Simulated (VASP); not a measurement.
Crystal: CO, in a box.

```
C O
1.0
    11.46642    0.00000    0.00000
     0.00000   11.96642    0.00000
     0.00000    0.00000   12.46642
C O
1 1
Direct
  0.52198 0.51620 0.46124
  0.47738 0.49181 0.53989
```

Base run:

```yaml
Program: VASP 6.6.1
Functional: RPBE
Potentials_or_basis: VASP PAW PBE potentials, release 64 (C, O)
Cutoff: 400 eV
k_mesh: 1 × 1 × 1
Occupations: gaussian, width 0.01 eV
Spin: no spin polarisation
```

Its results: gap between the frontier levels 6.98 eV; largest force 0.502 eV/Å.

The run is repeated on the same cell with these changes: functional from RPBE to r2SCAN; dispersion from none to rVV10. What comes out?

Gap between the frontier levels 7.69 eV; largest force 1.013 eV/Å.

Several settings changed at once, so the effect can't be laid on one alone.

Caveats: the standard files for N, O and F lose accuracy on very short bonds; the PAW data sets were made with another functional, which shifts forces and pressure a little.

A k mesh can miss the band edges.

Not every run made on this cell is shown here.
